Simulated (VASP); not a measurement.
An input for Quantum ESPRESSO's pw.x (written as the equivalent of a VASP run, and not itself run):

```
&CONTROL
  calculation = 'scf'
  pseudo_dir = './pseudo'
  outdir = './out'
  tprnfor = .true.
  tstress = .true.
/
&SYSTEM
  ibrav = 0
  nat = 3
  ntyp = 2
  ecutwfc = 84
  occupations = 'tetrahedra'
  input_dft = 'vdw-df2-b86r'
/
&ELECTRONS
  conv_thr = 7.3e-09
  electron_maxstep = 100
/
ATOMIC_SPECIES
  Pb 207.200 Pb.upf
  F 18.998 F.upf
CELL_PARAMETERS angstrom
     0.0000000    2.9698741    2.9698741
     2.9698741    0.0000000    2.9698741
     2.9698741    2.9698741    0.0000000
ATOMIC_POSITIONS crystal
  Pb   0.0000000  0.0000000  0.0000000
  F    0.2500000  0.2500000  0.2500000
  F    0.7500000  0.7500000  0.7500000
K_POINTS automatic
  7 7 7 0 0 0
```

Task: Translate this input to VASP (INCAR, KPOINTS, POSCAR, choice of POTCAR).

Result: One answer among several that fit: 
**INCAR**
```
! general
SYSTEM   = PbF2
PREC     = Accurate
ENCUT    = 520   ! plane-wave cut-off (eV)
LREAL    = .FALSE.
LASPH    = .TRUE.

! electronic loop
EDIFF    = 1E-7   ! SCF stop (eV)
NELM     = 100   ! most electronic steps
ALGO     = Normal
LMAXMIX  = 4

! smearing
ISMEAR   = -5

! functional
GGA      = MK
LUSE_VDW = .TRUE.
AGGAC    = 0.0
PARAM1   = 0.1234568
PARAM2   = 0.7114
ZAB_VDW  = -1.8867

! ions
ISIF     = 2   ! forces and stress, cell fixed

! output
LWAVE    = .FALSE.
LCHARG   = .TRUE.
LORBIT   = 11   ! lm-projected
NEDOS    = 601

! other
LEFG     = .TRUE.
```

**POSCAR**
```
PbF2
1
    0.0000000000     2.9698740912     2.9698740912
    2.9698740912     0.0000000000     2.9698740912
    2.9698740912     2.9698740912     0.0000000000
Pb F
1 2
Direct
  0.0000000000   0.0000000000   0.0000000000
  0.2500000000   0.2500000000   0.2500000000
  0.7500000000   0.7500000000   0.7500000000
```

**KPOINTS**
```
Automatic mesh
0
Gamma
7 7 7
0 0 0
```

POTCAR, in this order: Pb_d F (PBE.64 set). Program: vasp_std.

What does not carry over: the potentials are each code's own (VASP's PAW set, PseudoDojo norm-conserving files in pw.x), so ENCUT and ecutwfc are chosen apart and not converted; conv_thr bounds pw.x's estimated SCF error, while EDIFF bounds the energy change between steps; the field gradients of LEFG aren't asked of the other code.

The compound is PbF2 in the fluorite structure, the β form. The cell was not relaxed at this level.
